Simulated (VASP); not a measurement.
Level of theory: PBE GGA, VASP's PBE PAW potentials (set 64) (plane waves; VASP 6.6.1).

The input files of a VASP run:

KPOINTS:
```
Regular mesh
0
Gamma
4 4 4
0 0 0
```

### POSCAR
```
TlSnCl3
1
    5.2055710000     0.0000000000     0.0000000000
    0.0000000000     5.2055710000     0.0000000000
    0.0000000000     0.0000000000     5.2055710000
Tl Sn Cl
1 1 3
Direct
  0.0000000000   0.0000000000   0.0000000000
  0.5000000000   0.5000000000   0.5000000000
  0.0000000000   0.5000000000   0.5000000000
  0.5000000000   0.5000000000   0.0000000000
  0.5000000000   0.0000000000   0.5000000000
```

### INCAR
```
ALGO = Normal
EDIFF = 1E-6
ENCUT = 300
GGA = PE
ISIF = 2
ISMEAR = 0
LASPH = T
LCHARG = F
LMAXMIX = 4
LREAL = F
LWAVE = F
NELM = 100
PREC = Accurate
SIGMA = 0.1
SYSTEM = TlSnCl3
```

POTCAR, in this order: Tl_d Sn_d Cl (PBE.64 set). Program: vasp_std.

At this cut-off the stress carries a Pulay error, which pulls relaxed volumes low. Gaps are read on the run's mesh, which can miss a band edge. Unless said otherwise, spin-orbit coupling is left out, though it shifts the bands of the heavy elements here.

Question: Predict the energy per atom (σ→0), pressure, band gap (on the k-mesh).

Answer: 
| Property | Value |
|---|---|
| energy per atom (σ→0) | -303.9 kJ/mol of atoms |
| band gap (on the k-mesh) | none (metal, semimetal or under 0.01 eV) |
| pressure | 7.18 GPa |

### OSZICAR
```
...
DAV:   7    -0.157529374706E+02    0.85645E-01   -0.60984E-01   696   0.341E+00    0.200E+00
DAV:   8    -0.157507919574E+02    0.21455E-02   -0.10966E-01   740   0.208E+00    0.213E-01
DAV:   9    -0.157500050616E+02    0.78690E-03   -0.12566E-02   768   0.714E-01    0.108E-01
DAV:  10    -0.157502879804E+02   -0.28292E-03   -0.19197E-03   700   0.243E-01    0.570E-02
DAV:  11    -0.157503391847E+02   -0.51204E-04   -0.38105E-04   608   0.121E-01    0.206E-02
DAV:  12    -0.157503452989E+02   -0.61142E-05   -0.69288E-05   696   0.417E-02    0.779E-03
DAV:  13    -0.157503448015E+02    0.49742E-06   -0.24805E-06   504   0.123E-02
   1 F= -.15750345E+02 E0= -.15749140E+02  d E =-.241035E-02
```

The structure was generated: TlSnCl3 was put into an ordered model structure, which need not be its known phase. The cell was not relaxed at this level. The k-mesh is coarse (spacing up to 0.30 per Å, 2π included), so the numbers may not be converged in it. The run is one of a series of settings (KPOINTS 4×4×4 Γ-centred mesh against the base run), some of them coarse on purpose.
